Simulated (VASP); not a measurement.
# SiC (F-43m) in VASP: a series of runs, part 2 of 2

VASP 6.6.1.

### 3 Optical spectrum, r2SCAN

File INCAR:

```
  PREC = Accurate
  ENCUT = 520
  EDIFF = 1E-7
  ISMEAR = 0
  SIGMA = 0.02
  LREAL = F
  LASPH = T
  NELM = 100
  ALGO = Normal
  ISIF = 2
  LWAVE = F
  LCHARG = F
  METAGGA = R2SCAN
  LMIXTAU = T
  LOPTICS = T
  NBANDS = 36
  NEDOS = 2000
  CSHIFT = 0.1
```

File KPOINTS:

```
regular mesh
0
Gamma
  18 18 18
```

File POSCAR:

```
SiC                                     
1.0
    0.0000000000      2.1775652688      2.1775652688
    2.1775652688      0.0000000000      2.1775652688
    2.1775652688      2.1775652688      0.0000000000
  Si              C             
     1     1
Direct
     0.0000000000000000    0.0000000000000000    0.0000000000000000
     0.2500000000000000    0.2500000000000000    0.2500000000000000
```

Potentials or basis: VASP PAW PBE potentials, release 64 (Si, C).

Command:

```sh
> cat potpaw_PBE.64/Si/POTCAR potpaw_PBE.64/C/POTCAR > POTCAR
> mpirun -np 1 vasp_std > vasp.out
```

OUTCAR:

```text
PREC = Accurate
   ENCUT = 520
   EDIFF = 1E-7
   ISMEAR = 0
   LREAL = F
   LASPH = T
   NELM = 100
   ISIF = 2
   METAGGA = R2SCAN

 ion  position               nearest neighbor table
   1  0.000  0.000  0.000-   2 1.89   2 1.89   2 1.89   2 1.89
   2  0.250  0.250  0.250-   1 1.89   1 1.89   1 1.89   1 1.89

  LATTYP: Found a face centered cubic cell.
 ALAT       =     4.3551305376

[... 797 lines left out ...]
     4.25246     8.98962     8.98962     8.98962    -0.00000    -0.00000     0.00000
     5.31558    12.30164    12.30164    12.30164    -0.00000    -0.00000     0.00000
[... 92 lines left out ...]
   104.18534     0.94933     0.94933     0.94933    -0.00000     0.00000    -0.00000
   105.24846     0.95042     0.95042     0.95042    -0.00000     0.00000    -0.00000

  frequency dependent IMAGINARY DIELECTRIC FUNCTION (independent particle, no local field effects) current-current
     E(ev)      X         Y         Z        XY        YZ        ZX
  --------------------------------------------------------------------------------------------------------------
     0.00000    20.75971    20.75971    20.75971    -0.00000     0.00000    -0.00000
     1.06312     1.07600     1.07600     1.07600    -0.00000     0.00000    -0.00000
     2.12623     0.60351     0.60351     0.60351    -0.00000     0.00000    -0.00000
     3.18935     0.50141     0.50141     0.50141    -0.00000     0.00000     0.00000
     4.25246     0.56943     0.56943     0.56943    -0.00000     0.00000     0.00000
     5.31558     2.34726     2.34726     2.34726    -0.00000    -0.00000     0.00000
[... 92 lines left out ...]
   104.18534     0.00001     0.00001     0.00001    -0.00000    -0.00000     0.00000
   105.24846     0.00001     0.00001     0.00001    -0.00000    -0.00000     0.00000

  frequency dependent      REAL DIELECTRIC FUNCTION (independent particle, no local field effects) current-current
     E(ev)        X           Y           Z          XY          YZ          ZX
  --------------------------------------------------------------------------------------------------------------
     0.00000     6.51378     6.51378     6.51378     0.00000    -0.00000     0.00000
     1.06312     6.61354     6.61354     6.61354     0.00000    -0.00000     0.00000
     2.12623     6.94171     6.94171     6.94171     0.00000    -0.00000     0.00000
     3.18935     7.60980     7.60980     7.60980     0.00000    -0.00000     0.00000
     4.25246     8.97935     8.97935     8.97935     0.00000    -0.00000     0.00000
     5.31558    12.22825    12.22825    12.22825     0.00000     0.00000     0.00000
[... 92 lines left out ...]
   104.18534     0.94934     0.94934     0.94934    -0.00000     0.00000    -0.00000
   105.24846     0.95042     0.95042     0.95042    -0.00000     0.00000    -0.00000
```

OSZICAR:

```text
N       E                     dE             d eps       ncg     rms          rms(c)
DAV:   1     0.118478743990E+02    0.11848E+02   -0.31771E+03 14240   0.194E+02
DAV:   2    -0.216232044228E+02   -0.33471E+02   -0.32001E+02 17500   0.667E+01
DAV:   3    -0.223275326814E+02   -0.70433E+00   -0.69961E+00 17240   0.758E+00
[... 14 lines left out ...]
DAV:  18    -0.193270821099E+02    0.21447E-05   -0.48051E-08 14532   0.558E-04    0.724E-04
DAV:  19    -0.193270829097E+02   -0.79979E-06   -0.26726E-09  8988   0.146E-04    0.395E-04
DAV:  20    -0.193270825495E+02    0.36021E-06   -0.12265E-09  8680   0.780E-05    0.107E-04
DAV:  21    -0.193270828572E+02   -0.30775E-06   -0.37522E-10  8460   0.540E-05    0.370E-05
DAV:  22    -0.193270827806E+02    0.76613E-07   -0.13774E-11  8260   0.124E-05
   1 F= -.19327083E+02 E0= -.19327083E+02  d E =-.148733E-13
 imaginary and real dielectric function
```

stdout:

```text
POSCAR found type information on POSCAR SiC
 POSCAR found :  2 types and       2 ions
 scaLAPACK will be used
 -----------------------------------------------------------------------------
|                                                                             |
|                                                                             |
|     You enforced a specific xc type in the INCAR file but a different       |
|     I HOPE YOU KNOW WHAT YOU ARE DOING!                                     |
|                                                                             |
 -----------------------------------------------------------------------------

 LDA part: xc-table for (None), standard interpolation
 POSCAR, INCAR and KPOINTS ok, starting setup
 FFT: planning ... GRIDC
 FFT: planning ... GRID_SOFT
 FFT: planning ... GRID
 WAVECAR not read
 entering main loop
 optical routines
 imaginary and real dielectric function
 direction            1
 direction            2
 direction            3
```

Run time: 3.5 min. Hardware: 1 thread of Intel Xeon 6975P-C (Granite Rapids), shared host; peak memory 0.26 GiB.

What came out:

| Quantity | Value |
| --- | --- |
| Free energy | -19.3271 eV |
| Pressure | 0.0 GPa |
| Band gap on the k mesh | 1.72 eV, indirect (least direct gap 5.06 eV) |

Dielectric function (mean over the directions given):
| energy (eV) | real part | imaginary part |
| --- | --- | --- |
| 0.27 | 6.52 | 0.00 |
| 0.74 | 6.57 | 0.01 |
| 1.28 | 6.66 | 0.02 |
| 1.75 | 6.80 | 0.03 |
| 2.29 | 7.02 | 0.05 |
| 2.76 | 7.29 | 0.07 |
| 3.30 | 7.71 | 0.09 |
| 3.77 | 8.24 | 0.13 |
| 4.31 | 9.09 | 0.20 |
| 4.78 | 10.40 | 0.39 |
| 5.32 | 12.30 | 1.92 |
| 5.79 | 13.19 | 4.41 |
| 6.33 | 14.44 | 7.39 |
| 6.80 | 13.96 | 12.94 |
| 7.34 | 7.77 | 20.25 |
| 7.81 | -2.78 | 13.52 |
| 8.35 | -0.52 | 10.46 |
| 8.82 | 0.34 | 15.44 |
| 9.36 | -3.16 | 11.50 |
| 9.83 | -5.08 | 9.40 |
| 10.37 | -4.46 | 6.90 |
| 10.84 | -4.60 | 5.16 |
| 11.38 | -2.72 | 3.46 |
| 11.85 | -3.30 | 4.11 |
| 12.39 | -3.23 | 2.69 |
| 12.86 | -2.46 | 2.42 |
| 13.40 | -2.30 | 2.54 |
| 13.87 | -2.40 | 2.32 |
| 14.41 | -2.20 | 1.43 |
| 14.88 | -1.62 | 1.63 |
| 15.42 | -1.53 | 1.25 |
| 15.89 | -1.37 | 1.27 |
| 16.43 | -1.37 | 1.01 |
| 16.90 | -1.28 | 0.70 |
| 17.44 | -1.08 | 0.70 |
| 17.91 | -0.93 | 0.54 |
| 18.45 | -0.77 | 0.47 |
| 18.92 | -0.64 | 0.44 |
| 19.45 | -0.58 | 0.41 |
| 19.99 | -0.51 | 0.36 |

Caveat: independent-particle spectra lack excitons; the PAW data sets were made with another functional, which shifts forces and pressure a little.

### 4 Dielectric tensor, r2SCAN

Edit INCAR of step 3 so:

```diff
@@ -14,5 +14,2 @@
   LMIXTAU = T
-  LOPTICS = T
-  NBANDS = 36
-  NEDOS = 2000
-  CSHIFT = 0.1
+  LCALCEPS = T
```

File KPOINTS:

```
regular mesh
0
Gamma
  12 12 12
```

POSCAR is that of step 3.

Potentials or basis: VASP PAW PBE potentials, release 64 (Si, C).

Command:

```sh
> cat potpaw_PBE.64/Si/POTCAR potpaw_PBE.64/C/POTCAR > POTCAR
> mpirun -np 1 vasp_std > vasp.out
```

OUTCAR:

```text
PREC = Accurate
   ENCUT = 520
   EDIFF = 1E-7
   ISMEAR = 0
   LREAL = F
   LASPH = T
   NELM = 100
   ISIF = 2
   METAGGA = R2SCAN

 ion  position               nearest neighbor table
   1  0.000  0.000  0.000-   2 1.89   2 1.89   2 1.89   2 1.89
   2  0.250  0.250  0.250-   1 1.89   1 1.89   1 1.89   1 1.89

  LATTYP: Found a face centered cubic cell.
 ALAT       =     4.3551305376

  Lattice vectors:

 A1 = (   0.0000000000,   2.1775652688,   2.1775652688)
 A2 = (   2.1775652688,   0.0000000000,   2.1775652688)
 A3 = (   2.1775652688,   2.1775652688,   0.0000000000)

Analysis of symmetry for initial positions (statically):
=====================================================================
 Subroutine PRICEL returns:
 Original cell was already a primitive cell.

 Routine SETGRP: Setting up the symmetry group for a
[... 459 lines left out ...]
  x     0.00000    -0.00000    -0.00000     0.00000    -1.29469     0.00000
  y    -0.00000     0.00000    -0.00000     0.00000    -0.00000    -1.29469
  z    -0.00000    -0.00000     0.00000    -1.29469    -0.00000    -0.00000

 PIEZOELECTRIC TENSOR (including local field effects) (C/m^2)
          XX          YY          ZZ          XY          YZ          ZX
  --------------------------------------------------------------------------------
  x     0.00000    -0.00000    -0.00000     0.00000    -1.00446     0.00000
  y    -0.00000     0.00000    -0.00000     0.00000    -0.00000    -1.00446
  z    -0.00000    -0.00000     0.00000    -1.00446    -0.00000    -0.00000

 BORN EFFECTIVE CHARGES (including local field effects) (in |e|, cummulative output)
 ---------------------------------------------------------------------------------
 ion    1
    1     2.75821     0.00000     0.00000
    2     0.00000     2.75821     0.00000
    3    -0.00000     0.00000     2.75821
 ion    2
    1    -2.75821     0.00000     0.00000
    2     0.00000    -2.75821     0.00000
    3     0.00000     0.00000    -2.75821

  FORCE on cell =-STRESS in cart. coord.  units (eV):
  Direction    XX          YY          ZZ          XY          YZ          ZX
  --------------------------------------------------------------------------------------
  -------------------------------------------------------------------------------------
  Total        0.0004349      0.0004349      0.0004349      0.0000000     -0.0000000      0.0000000
  in kB        0.0337387      0.0337387      0.0337387      0.0000000     -0.0000000      0.0000000
  external PRESSURE =       0.0337387 kB  Pullay stress =       0.0000000 kB

 VOLUME and BASIS-vectors are now :
 -----------------------------------------------------------------------------
  energy-cutoff  :      520.00
  volume of cell :       20.65
      direct lattice vectors                 reciprocal lattice vectors
     0.000000000  2.177565269  2.177565269    -0.229614243  0.229614243  0.229614243
     2.177565269  0.000000000  2.177565269     0.229614243 -0.229614243  0.229614243
     2.177565269  2.177565269  0.000000000     0.229614243  0.229614243 -0.229614243

 POSITION                                       TOTAL-FORCE (eV/Angst)
 -----------------------------------------------------------------------------------
      0.00000      0.00000      0.00000        -0.000000     -0.000000     -0.000000
      1.08878      1.08878      1.08878         0.000000      0.000000      0.000000
 -----------------------------------------------------------------------------------
    total drift:                               -0.000001     -0.000001     -0.000001

  FREE ENERGIE OF THE ION-ELECTRON SYSTEM (eV)
  ---------------------------------------------------
  free  energy   TOTEN  =       -19.3271087950 eV

  energy  without entropy=      -19.3271087950  energy(sigma->0) =      -19.32710880
```

OSZICAR:

```text
N       E                     dE             d eps       ncg     rms          rms(c)
DAV:   1    -0.108233514588E+01   -0.10823E+01   -0.42976E+03  1200   0.867E+02
DAV:   2    -0.219791429375E+02   -0.20897E+02   -0.19905E+02  1648   0.111E+02
DAV:   3    -0.223274182865E+02   -0.34828E+00   -0.34828E+00  1328   0.174E+01
[... 50 lines left out ...]
DMP:   4    -0.193271057648E+02   -0.43840E-05   -0.26895E-05  3808   0.347E-05   0.626E-05
DMP:   5    -0.193271076578E+02   -0.18930E-05   -0.13025E-05  3808   0.184E-05   0.273E-05
DMP:   6    -0.193271085265E+02   -0.86868E-06   -0.47961E-06  3808   0.638E-06   0.108E-05
DMP:   7    -0.193271087780E+02   -0.25149E-06   -0.98553E-07  3808   0.218E-06   0.540E-07
DMP:   8    -0.193271087950E+02   -0.17039E-07   -0.36923E-07  3808   0.177E-06  -0.163E-06
   1 F= -.19327109E+02 E0= -.19327109E+02  d E =-.158620E-15
```

stdout:

```text
POSCAR found type information on POSCAR SiC
 POSCAR found :  2 types and       2 ions
 scaLAPACK will be used
 -----------------------------------------------------------------------------
|                                                                             |
[... 105 lines left out ...]
|                                                                             |
|     Possible SOLUTIONS:                                                     |
|      ) Choose a smaller electric field.                                     |
[... 4 lines left out ...]
 final diagonalization occupied
 p_tot=(  0.436E+01  0.436E+01  0.436E+01 )
 p_tot=(  0.436E+01  0.436E+01  0.436E+01 )
dp_tot=(  0.000E+00  0.000E+00  0.000E+00 )  diag[e(oo)]=(    ---      ---    1.00000 )
 p_
```

Wall time 12 min (1 thread of Intel Xeon 6975P-C (Granite Rapids), shared host); peak memory 0.48 GiB.

What came out:

* Band gap on the k mesh: 1.72 eV, indirect (least direct gap 5.06 eV)
* Electronic dielectric tensor (diagonal): 6.67
* Born charges (mean of the diagonal): Si +2.76; C -2.76 e

Electronic dielectric tensor:
```
6.67 0.00 0.00
0.00 6.67 0.00
0.00 0.00 6.67
```

Born effective charge tensors (e):
atom 1, Si
```
2.76 0.00 0.00
0.00 2.76 0.00
0.00 0.00 2.76
```
atom 2, C
```
-2.76  0.00  0.00
 0.00 -2.76  0.00
 0.00  0.00 -2.76
```

Dipole moments of the cell (e·Å, modulo the quantum): ionic 4.355, 4.355, 4.355; electronic 0.001, 0.001, 0.008

Caveat: the PAW data sets were made with another functional, which shifts forces and pressure a little.

### 5 Summary

| task | k mesh | gap on the mesh (eV) | pressure (GPa) |
| --- | --- | --- | --- |
| band structure | 12 × 12 × 12 | 1.72 | 0.0 |
| optical spectrum | 18 × 18 × 18 | 1.72 | 0.0 |
| dielectric tensor | 12 × 12 × 12 | 1.72 | - |

Alike in all rows: level r2SCAN; potentials or basis VASP PAW PBE potentials, release 64 (Si, C); no spin polarisation; cell as given; cutoff (eV) 520; smearing gaussian 0.02 eV.

On the cell as given the gap runs from 1.72 eV (r2SCAN) to 1.72 eV (r2SCAN); the meshes differ, which moves gaps too.

Caveats: the PAW data sets were made with another functional, which shifts forces and pressure a little; independent-particle spectra lack excitons (some runs).

Absolute energies hang on the potentials; compare differences alone.

### 6 How close it comes

Step 2. Against the measured gap of SiC, 2.4 eV (indirect; quoted in “Insight into the structural, elastic and electronic properties of a new orthorhombic 6O-SiC polytype”, 2020, pmc:7200658), the calculated 1.72 eV is off by -0.68 eV. The value is that of r2SCAN, without temperature or zero-point motion.

Step 3. Against the measured gap of SiC, 2.4 eV (indirect; quoted in “Insight into the structural, elastic and electronic properties of a new orthorhombic 6O-SiC polytype”, 2020, pmc:7200658), the calculated 1.72 eV is off by -0.68 eV. The value is that of r2SCAN on a finite k mesh, which can miss the band edges, without temperature or zero-point motion.

Step 4. Measured gap of SiC: 2.4 eV (indirect; quoted in “Insight into the structural, elastic and electronic properties of a new orthorhombic 6O-SiC polytype”, 2020, pmc:7200658). This calculation gives 1.72 eV (-0.68 eV). The value is that of r2SCAN on a finite k mesh, which can miss the band edges, without temperature or zero-point motion. Against the measured high-frequency dielectric constant of SiC, 6.49 (quoted in “Infrared properties of SiC particles”, 1999, arxiv:astro-ph/9903031), the calculated 6.67 is off by +2.8 %.
